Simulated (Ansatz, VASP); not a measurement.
# Cross-check of InAs between VASP and Ansatz

One calculation is typed for both programs; each brings its own data sets. How far apart do they land? The cell is taken from a series of runs on this material, whose earlier steps may have relaxed, scaled, displaced or heated it; both programs get it as it stands.

Method: plane waves, with VASP 6.6.1 beside it; zone-centre phonons at LDA, in Ansatz 0.2.0.

## Step 1: Set-up

Symmetry: F-43m, No. 216, cubic system. Conventional cell: a = 5.903 Å, b = 5.903 Å, c = 5.903 Å, α = 90.00°, β = 90.00°, γ = 90.00°. Nearest to As lie 4 In at 2.56 Å. In has 4 As at 2.56 Å nearest. Farther neighbours are not listed.

## Step 2: VASP: zone-centre phonons, LDA, pair 1

Second derivatives magnify differences that forces hide, and they need a tight electronic threshold.

Lines of VASP's logs that name or quote its potential files are left out, and so is its time.

The input, INCAR:

```
SYSTEM = InAs
PREC = Accurate
ENCUT = 500
EDIFF = 1E-08
NELM = 120
ISMEAR = 1
SIGMA = 0.2
LREAL = .FALSE.
ALGO = Normal
GGA = CA
NBANDS = 15
LORBIT = 11
LWAVE = .FALSE.
LCHARG = .FALSE.
ISIF = 2
IBRION = 8
LASPH = .TRUE.
GGA_COMPAT = .FALSE.
KPAR = 2
```

The input, POSCAR:

```
InAs
1.0
    0.0000000000      2.9514064082      2.9514064082
    2.9514064082      0.0000000000      2.9514064082
    2.9514064082      2.9514064082      0.0000000000
As In
1 1
Direct
    0.7500000000      0.7500000000      0.7500000000
    0.0000000000      0.0000000000      0.0000000000
```

The input, KPOINTS:

```
Automatic mesh
0
Gamma
12 12 12
0 0 0
```

PAW data sets: As and In_d (LDA family, release 64).

Command:

```sh
$ mpirun -np 2 vasp_std
```

Numbers of over 12 decimals in the logs are rounded to 6 here.

Log:

```text
[banner, memory and clock lines left out]
running    2 mpi-ranks, on    1 nodes
 distrk:  each k-point on    1 cores,    2 groups
 distr:  one band on    1 cores,    1 groups

 POSCAR found type information on POSCAR AsIn
 POSCAR found :  2 types and       2 ions
 LDA part: xc-table for (Slater(with rela. corr.)+CA(PZ))
 , standard interpolation
 POSCAR, INCAR and KPOINTS ok, starting setup
 FFT: planning ... GRIDC
 FFT: planning ... GRID_SOFT
 FFT: planning ... GRID
 WAVECAR not read
 entering main loop
       N       E                     dE             d eps       ncg     rms          rms(c)
DAV:   1     0.114294870188E+03    0.11429E+03   -0.82932E+03  2167   0.128E+03
DAV:   2    -0.132892066876E+01   -0.11562E+03   -0.11101E+03  2286   0.310E+02
DAV:   3    -0.912412127266E+01   -0.77952E+01   -0.77537E+01  2839   0.816E+01
DAV:   4    -0.931996571573E+01   -0.19584E+00   -0.19578E+00  2603   0.140E+01
DAV:   5    -0.932942279827E+01   -0.94571E-02   -0.94568E-02  3298   0.266E+00    0.531E+00
DAV:   6    -0.903294802030E+01    0.29647E+00   -0.39246E-01  3359   0.120E+01    0.294E+00
DAV:   7    -0.898678851032E+01    0.46160E-01   -0.13013E-01  3044   0.363E+00    0.694E-01
DAV:   8    -0.898345264746E+01    0.33359E-02   -0.14378E-02  2859   0.149E+00    0.291E-01
DAV:   9    -0.898329650781E+01    0.15614E-03   -0.92777E-04  2698   0.257E-01    0.189E-01
DAV:  10    -0.898331040455E+01   -0.13897E-04   -0.14878E-04  3273   0.235E-01    0.781E-02
DAV:  11    -0.898331030926E+01    0.95291E-07   -0.48325E-05  3321   0.141E-01    0.406E-02
DAV:  12    -0.898330808243E+01    0.22268E-05   -0.57524E-06  3069   0.325E-02    0.770E-03
DAV:  13    -0.898330814306E+01   -0.60626E-07   -0.77796E-07  2658   0.575E-03    0.985E-04
DAV:  14    -0.898330813373E+01    0.93335E-08   -0.34857E-08  2968   0.289E-03
   1 F= -.89833081E+01 E0= -.89834124E+01  d E =0.312893E-03
 Linear response reoptimize wavefunctions to high precision
DAV:   1    -0.898330813379E+01   -0.60481E-10   -0.33751E-09  2306   0.806E-04
DAV:   2    -0.898330813387E+01   -0.79126E-10   -0.76828E-10  1514   0.238E-04
 Linear response DOF=           2
 Linear response progress:
  Degree of freedom:   1/  2
       N       E                     dE             d eps       ncg     rms          rms(c)
RMM:   1    -0.477507024256E-01   -0.47751E-01    0.62429E-02 17643   0.168E+00
RMM:   2    -0.452968314436E-01    0.24539E-02    0.15879E-03 13287   0.632E-01    0.118E-01
RMM:   3    -0.460542274550E-01   -0.75740E-03   -0.21532E-03 15310   0.268E-01    0.506E-02
RMM:   4    -0.462391803419E-01   -0.18495E-03   -0.17448E-04 15648   0.885E-02    0.110E-02
RMM:   5    -0.462710039999E-01   -0.31824E-04   -0.22024E-05 16346   0.326E-02    0.528E-03
RMM:   6    -0.462540981115E-01    0.16906E-04   -0.31115E-06 15843   0.916E-03    0.154E-03
RMM:   7    -0.462536518749E-01    0.44624E-06   -0.26943E-07 17204   0.298E-03    0.126E-03
RMM:   8    -0.462537527167E-01   -0.10084E-06   -0.57301E-08 16762   0.116E-03    0.869E-04
RMM:   9    -0.462542916084E-01   -0.53889E-06   -0.23466E-08 15457   0.466E-04    0.984E-05
RMM:  10    -0.462544167878E-01   -0.12518E-06    0.75785E-08 17030   0.189E-04    0.958E-05
RMM:  11    -0.462544052016E-01    0.11586E-07   -0.64185E-08 18056   0.752E-05    0.397E-05
RMM:  12    -0.462544141654E-01   -0.89638E-08   -0.15191E-09 16758   0.288E-05    0.980E-06
 first order change of Fermi-energy   0.29107E-03
 force on displaced ion       1 direction 1 :  -9.059  -0.000  -0.000
 Linear response progress:
  Degree of freedom:   2/  2
       N       E                     dE             d eps       ncg     rms          rms(c)
RMM:   1    -0.234855901403E+00   -0.23486E+00   -0.65771E-02 11339   0.506E+00
RMM:   2    -0.237460088864E+00   -0.26042E-02   -0.15278E-02 14256   0.111E+00    0.833E-02
RMM:   3    -0.237479163508E+00   -0.19075E-04   -0.17942E-03 15390   0.345E-01    0.418E-02
RMM:   4    -0.237327671804E+00    0.15149E-03   -0.17919E-04 15813   0.115E-01    0.212E-02
RMM:   5    -0.237304523189E+00    0.23149E-04   -0.44059E-05 16480   0.425E-02    0.734E-03
RMM:   6    -0.237311418432E+00   -0.68952E-05   -0.23899E-05 16668   0.144E-02    0.195E-03
RMM:   7    -0.237319625186E+00   -0.82068E-05   -0.98362E-06 16380   0.434E-03    0.688E-04
RMM:   8    -0.237317515561E+00    0.21096E-05   -0.19986E-06 16683   0.183E-03    0.390E-04
RMM:   9    -0.237316197787E+00    0.13178E-05   -0.19715E-06 17023   0.799E-04    0.566E-05
RMM:  10    -0.237316016917E+00    0.18087E-06   -0.63001E-07 17468   0.329E-04    0.446E-05
RMM:  11    -0.237315936278E+00    0.80639E-07   -0.23240E-07 17525   0.164E-04    0.155E-05
RMM:  12    -0.237316002784E+00   -0.66507E-07   -0.13990E-07 16590   0.967E-05    0.274E-05
RMM:  13    -0.237315972961E+00    0.29823E-07   -0.32667E-08 18138   0.574E-05    0.197E-06
RMM:  14    -0.237315981381E+00   -0.84207E-08    0.35734E-08 17519   0.383E-05    0.144E-05
 first order change of Fermi-energy  -0.38191E-04
 force on displaced ion       2 direction 1 :  -9.024   0.000   0.000
 Linear response finished
```

Parts of OUTCAR (step 2):

```text
ion  position               nearest neighbor table
   1  0.750  0.750  0.750-   2 2.56   2 2.56   2 2.56   2 2.56
   2  0.000  0.000  0.000-   1 2.56   1 2.56   1 2.56   1 2.56

  LATTYP: Found a face centered cubic cell.
 ALAT       =     5.9028128164

 Subroutine GETGRP returns: Found 24 space group operations
 (whereof 24 operations were pure point group operations)

The static configuration has the point symmetry T_d .

 Found     72 irreducible k-points:

   k-points           NKPTS =     72   k-points in BZ     NKDIM =     72   number of bands    NBANDS=     15

   dimension x,y,z NGX =    30 NGY =   30 NGZ =   30
   dimension x,y,z NGXF=    60 NGYF=   60 NGZF=   60

   ENCUT  =  500.0 eV  36.75 Ry    6.06 a.u.   7.61  7.61  7.61*2*pi/ulx,y,z

   NELECT =      18.0000    total number of electrons

 k-points in reciprocal lattice and weights: Automatic mesh
   0.00000000  0.00000000  0.00000000       0.001
   0.08333333  0.00000000  0.00000000       0.005
   0.16666667  0.00000000  0.00000000       0.005
   0.25000000  0.00000000  0.00000000       0.005
   0.33333333  0.00000000  0.00000000       0.005
   0.41666667  0.00000000  0.00000000       0.005
   0.50000000  0.00000000  0.00000000       0.002
   0.08333333  0.08333333  0.00000000       0.003
   0.16666667  0.08333333  0.00000000       0.014
[...]
-0.33333333  0.50000000  0.16666667       0.007
  -0.25000000  0.50000000  0.25000000       0.003

 average (electrostatic) potential at core
       1 -52.4182       2 -95.4549

  Total        1.4531273      1.4531273      1.4531273     -0.0000000     -0.0000000     -0.0000000
  in kB       45.2790388     45.2790388     45.2790388     -0.0000000     -0.0000000     -0.0000000
  external PRESSURE =      45.2790388 kB  Pullay stress =       0.0000000 kB

  energy-cutoff  :      500.00
  volume of cell :       51.42
      direct lattice vectors                 reciprocal lattice vectors
     0.000000000  2.951406408  2.951406408    -0.169410759  0.169410759  0.169410759
     2.951406408  0.000000000  2.951406408     0.169410759 -0.169410759  0.169410759
     2.951406408  2.951406408  0.000000000     0.169410759  0.169410759 -0.169410759

 POSITION                                       TOTAL-FORCE (eV/Angst)
 -----------------------------------------------------------------------------------
      4.42711      4.42711      4.42711        -0.000000     -0.000000     -0.000000
      0.00000      0.00000      0.00000         0.000000      0.000000      0.000000
 -----------------------------------------------------------------------------------
    total drift:                               -0.000000     -0.000000     -0.000000

 Eigenvectors and eigenvalues of the dynamical matrix
 ----------------------------------------------------

   1 f  =    6.982786 THz    43.874137 2PiTHz  232.920662 cm-1    28.878469 meV
             X         Y         Z           dx          dy          dz
      4.427110  4.427110  4.427110     0.000000    0.778491    0.000000
      0.000000  0.000000  0.000000     0.000000   -0.627656    0.000000

   2 f  =    6.982786 THz    43.874137 2PiTHz  232.920662 cm-1    28.878469 meV
             X         Y         Z           dx          dy          dz
      4.427110  4.427110  4.427110     0.778491    0.000000    0.000000
      0.000000  0.000000  0.000000    -0.627656    0.000000    0.000000

   3 f  =    6.982786 THz    43.874137 2PiTHz  232.920662 cm-1    28.878469 meV
             X         Y         Z           dx          dy          dz
      4.427110  4.427110  4.427110     0.000000    0.000000    0.778491
      0.000000  0.000000  0.000000     0.000000    0.000000   -0.627656

   4 f/i=    0.006504 THz     0.040867 2PiTHz    0.216956 cm-1     0.026899 meV
             X         Y         Z           dx          dy          dz
      4.427110  4.427110  4.427110    -0.627656    0.000000    0.000000
      0.000000  0.000000  0.000000    -0.778491    0.000000    0.000000

   5 f/i=    0.006504 THz     0.040867 2PiTHz    0.216956 cm-1     0.026899 meV
             X         Y         Z           dx          dy          dz
      4.427110  4.427110  4.427110     0.000000   -0.627656    0.000000
      0.000000  0.000000  0.000000     0.000000   -0.778491    0.000000

   6 f/i=    0.006504 THz     0.040867 2PiTHz    0.216956 cm-1     0.026899 meV
             X         Y         Z           dx          dy          dz
      4.427110  4.427110  4.427110     0.000000    0.000000   -0.627656
      0.000000  0.000000  0.000000     0.000000    0.000000   -0.778491

 ELASTIC MODULI CONTR FROM IONIC RELAXATION (kBar)
 Direction    XX          YY          ZZ          XY          YZ          ZX
 --------------------------------------------------------------------------------
 XX          -0.0000     -0.0000     -0.0000     -0.0000      0.0000      0.0000
 YY          -0.0000     -0.0000     -0.0000     -0.0000     -0.0000      0.0000
 ZZ          -0.0000     -0.0000     -0.0000      0.0000     -0.0000      0.0000
 XY          -0.0000     -0.0000      0.0000   -374.2972      0.0000      0.0000
 YZ           0.0000     -0.0000     -0.0000      0.0000   -374.2972      0.0000
 ZX           0.0000      0.0000      0.0000      0.0000      0.0000   -374.2972
 --------------------------------------------------------------------------------
```

## Step 3: Ansatz: zone-centre phonons, LDA, pair 1

Ansatz runs on its PAW soft_1 files.

The same cell, functional (in two slightly different forms), mesh and smearing now go to Ansatz, which takes its cutoff from its data sets.

The input, input.yaml:

```yaml
crystal:
  lattice:
    - [0.0, 2.9514064082, 2.9514064082]
    - [2.9514064082, 0.0, 2.9514064082]
    - [2.9514064082, 2.9514064082, 0.0]
  atoms:
    - { symbol: As, position: [0.75, 0.75, 0.75] }
    - { symbol: In, position: [0.0, 0.0, 0.0] }
kpoints:
  mp_grid: { grid: [12, 12, 12] }
hamiltonian:
  xc: lda
  pseudopotentials: { kind: paw, azcp: { folder: soft_1 }, xc_functional: pbe }
scf:
  occupations: { method: methfessel_paxton, width: 0.2 }
output:
  eigenvalues: true
phonons:
  method: dfpt
```

Command:

```sh
$ ansatz run input.yaml --threads 4 --pin off --max-ram 10240MiB --backend cpu --events-out ev --progress --plain --runs-dir out
```

Log:

```text
zone centre: on kpoints.mp_grid the ground state, and the responses unless they are solved on pairs of k-points, stand on 163 of the mesh's 1728 k-points, reduced under 8 symmetry operations, with k and −k counted as one. Each operation leaves every solved displacement unchanged or reverses it
Engine: ansatz 0.2.0, aarch64-unknown-linux-gnu
Pseudopotentials: kind: paw
Pseudopotential: As, paw, valence charge 15, recommended cutoff 420 eV (normal), soft_1/As.paw.azcp
Pseudopotential: In, paw, valence charge 13, recommended cutoff 420 eV (normal), soft_1/In.paw.azcp
Functional definition: SPW92
  exchange = slater_x
  correlation = pw_c
Crystal: 2 atoms, lattice volume = 51.418 Å³
Basis set: ecut = 420 eV, 965 PW (Γ), exchange–correlation on 60×60×60 points (8 copies of the dense FFT grid, shifted against one another)
Bands: 18, of which v1, the nominal top of the filled ones, is band 14 counted from 1 (13 counted from 0)
Symmetry: 24 space group operations
k-points: 163 of 1728 (irreducible under 8 space group operations, time reversal used)
Non-local potential: As, projectors of the file, l = 0: 2, l = 1: 2, l = 2: 3, l = 3: 1
Non-local potential: In, projectors of the file, l = 0: 2, l = 1: 2, l = 2: 2, l = 3: 1
PAW form: soft (Blöchl's): semilocal exchange-correlation on the pseudo side does not see the compensation charge
PAW frozen core: As, regenerated for the run's functional, and the local potential with it (the file was generated under x = pbe(κ = 0.804, μ = 0.219515), c = pbe(β = 0.066725))
PAW frozen core: In, regenerated for the run's functional, and the local potential with it (the file was generated under x = pbe(κ = 0.804, μ = 0.219515), c = pbe(β = 0.066725))
PAW one-centre angular grid: As, 590 points (default); XC on 64 Gauss nodes
PAW one-centre angular grid: In, 590 points (default); XC on 64 Gauss nodes
Initial density: superposition of atomic densities (chi_scale 0.1, normalization cell, long waves kept (reshape's long-wave potential 0.00 eV rms))
Initial wavefunctions: pseudopotential atomic-orbital guess
Functional: x = slater, c = lda
SCF iter   1: F=—  HF=-10231.401498 eV  |F-HF|=—  |Δ(HF+E_count)|=         —  Δρ=3.03e-2  dr2=4.24e-1  ethr=3.10e-3  ⟨swp⟩=5.4  Hψ=14972  notcnv=0
preconditioner: auto → Kerker (q_TF=auto, 2.465 Å⁻¹)  [metal: Δε(μ)=0.100 eV  Ē_g=14.991 eV  σ=0.200 eV  W_gap=0.41  n_scr=14 (ndim 8)  ℏωp=22.0 eV  f_vac=0.000  D(μ)=0.05/eV (n_scr^D=0)]
SCF iter   2: F=—  HF=-10231.317871 eV  |F-HF|=—  |Δ(HF+E_count)|=   8.36e-2  S|Δr|=    0.00e0  Δρ=1.92e-2  dr2=1.89e-1  ethr=1.51e-3  ⟨swp⟩=2.0  Hψ=4861  notcnv=0
preconditioner: auto → none  [insulator: Δε(μ)=0.950 eV  Ē_g=15.048 eV  σ=0.200 eV  W_gap=0.59  n_scr=14 (ndim 8)  ℏωp=22.0 eV  f_vac=0.003  D(μ)=0.05/eV (n_scr^D=0)  ε∞_Penn≈3.1]
SCF iter   3: F=—  HF=-10231.264330 eV  |F-HF|=—  |Δ(HF+E_count)|=   5.35e-2  S|Δr|=    0.00e0  Δρ=4.25e-3  dr2=8.82e-3  ethr=6.75e-4  ⟨swp⟩=2.3  Hψ=4531  notcnv=0
SCF iter   4: F=—  HF=-10231.260943 eV  |F-HF|=—  |Δ(HF+E_count)|=   3.39e-3  S|Δr|=    0.00e0  Δρ=1.16e-3  dr2=8.72e-4  ethr=3.15e-5  ⟨swp⟩=2.5  Hψ=4829  notcnv=0
SCF iter   5: F=—  HF=-10231.260671 eV  |F-HF|=—  |Δ(HF+E_count)|=   2.72e-4  S|Δr|=    0.00e0  Δρ=3.01e-4  dr2=5.98e-5  ethr=3.11e-6  ⟨swp⟩=2.1  Hψ=5213  notcnv=0
SCF iter   6: F=—  HF=-10231.260652 eV  |F-HF|=—  |Δ(HF+E_count)|=   1.85e-5  S|Δr|=    0.00e0  Δρ=6.14e-5  dr2=1.86e-6  ethr=2.14e-7  ⟨swp⟩=2.0  Hψ=5217  notcnv=0
SCF iter   7: F=—  HF=-10231.260652 eV  |F-HF|=—  |Δ(HF+E_count)|=   1.57e-7  S|Δr|=    0.00e0  Δρ=9.83e-6  dr2=3.64e-8  ethr=6.65e-9  ⟨swp⟩=2.4  Hψ=4708  notcnv=0
SCF iter   8: F=—  HF=-10231.260652 eV  |F-HF|=—  |Δ(HF+E_count)|=   1.69e-8  S|Δr|=    0.00e0  Δρ=1.70e-6  dr2=7.26e-10  ethr=1.30e-10  ⟨swp⟩=3.0  Hψ=5724  notcnv=0
SCF iter   9: F=-10231.260652 eV  HF=-10231.260652 eV  |F-HF|=0.00e0  |Δ(HF+E_count)|=  4.49e-10  S|Δr|=    0.00e0  Δρ=1.40e-7  dr2=4.71e-12  ethr=1.00e-12  ⟨swp⟩=4.1  Hψ=14375  notcnv=0
SCF 1 converged in 9 iterations: F = -10231.260652 eV  dr2 = 4.71e-12
  greatest PAW one-centre occupation: 0.999 electrons in one spin orbital (limit 2), on the As atom at site 0 (counted from 0), in its partial waves of l = 2
DFPT response loops at Γ: preconditioner auto → Kerker (q_TF=auto, 2.465 Å⁻¹) (partly filled bands, converged f_vac=0.066); β = 1.00, the filter's whole step (`scf.mixing.beta` (0.50) is not read by the response loops under this deck's `scf.mixing.preconditioner`; to damp them name `kerker` or `kerker_dos`, under which they read `scf.mixing.beta`, and type it under 1.00, their step now; both keys bind the ground state too); Broyden in place of MSR1
SCF converged after 9 iterations
Stability not checked: this state was not tested for a lower state beside it, because cold or Methfessel-Paxton smearing, or corrected tetrahedra, fill the levels in a way that the test cannot read (fill_not_monotonic; see scf.lower_state_search)
Free energy (F): -10231.260652 eV
Harris-Foulkes:  -10231.260652 eV  (|F-HF|=0.00e0)
Internal energy: -10231.260970 eV  (E = F + TS)
E sigma→0 (E₀):  -10231.260732 eV
Entropy (-TS):   0.000318 eV (0.159 meV/atom)
Fermi energy:    8.399106 eV
Step filling:    the computed levels leave a gap of 0.0000 eV = 0.0 smearing widths at the electron count; against every level under it full and every level over it empty, smearing changes F+E_penalty+E_count by +0.145 meV and its σ→0 estimate by +0.066 meV
--- Per-component energies (eV) ---
  E_band       = -303.776043
  E_kinetic    = 320.740510
  E_local      = -3387.934841  (includes V_loc(G=0)·N_el)
  E_nonlocal   = -59.372251
  E_hartree    = 1693.157880
  E_xc         = -213.354195
  E_vxc        = -165.987419  (∫ρ·V_xc dr)
  E_paw        = -6002.022861  (= ΣΔE_a)
  E_vpaw       = -397.537798  (= ΣTr[D̂ρ^β])
  E_aug_tail   = 0.000045  (compensation charges beyond the density's cutoff)
  E_ewald      = -2584.835020
  E_core_change = 2.359764  (= ΣΔE_core)
  E_smearing   = 0.000318  (= −TS)
  E_closure    = -0.000000  (closes the sum)
  Σ components = -10231.260652   (vs F -10231.260652, Δ=0.00e0)
--- Band table (eV; the first three rows and the last of 163) ---
  k-point 0: bands = [... 10 lower, -4.0759, 8.2859, 8.3569, 8.3569, 8.3569, 12.2199, 12.2199, 12.2199]
  k-point 1: bands = [... 10 lower, -3.9919, 7.0782, 8.2516, 8.2516, 9.2665, 12.2660, 12.3699, 12.3699]
  k-point 2: bands = [... 10 lower, -3.7502, 5.7389, 7.9988, 7.9988, 9.6621, 12.7065, 12.7073, 12.7073]
  k-point 162: bands = [... 10 lower, -1.6639, 2.2666, 5.0613, 5.1202, 12.5945, 12.7835, 13.4244, 14.3718]
--- Phonons (Γ-DFPT): 2 representative perturbations + reference, on 163 of 1728 k-points (Σ response iterations 6) ---
  k mesh reduced under 8 symmetry operations, with k and −k counted as one. Each operation leaves every solved displacement unchanged or reverses it
  ASR residual: 9.921e-5 → 0.000e0 eV/Å²; symmetrization residual: 2.022e-5 eV/Å²
  ASR residual per site (eV/Å²): 9.92e-5 5.47e-5
  Γ frequencies (cm⁻¹): 0.00 0.00 0.00 232.11 232.11 232.11
  non-analytic LO–TO correction: not included (Born effective charges unavailable; polar crystals: no LO–TO splitting at Γ)
```

## Step 4: Side by side

Known differences besides the potentials themselves: the two LDA forms differ slightly; the data sets hold 28 valence electrons in Ansatz (on its PAW soft_1 files) and 18 in VASP; the cutoff is 420 eV in Ansatz and 500 eV in VASP; VASP's log shows a relativistic correction to its local exchange, Ansatz's none. Total energies have different zeros and are not compared.

Both answers:

```csv
quantity,Ansatz,VASP,difference
optical mode 1 to 3 (cm⁻¹),232.1,232.9,-0.35 %
```

Modes are paired by rising frequency, not by their patterns, so a pair may set unlike modes beside each other; they are those without the splitting of longitudinal modes.

(Continued in part 2 of 2.)

[Lines on the potential files, build, host, timing and source positions are cut from VASP's logs without a mark.]

[Logs are printed without paths, hosts, clocks, repeated set-up lines and the standing remarks that a program may print on its own settings, such as how far it seeks lower states.]

[Hosts, paths, dates, database ids (printed as entryN), source tags and the programs' standing remarks are cut or masked in the printed files.]
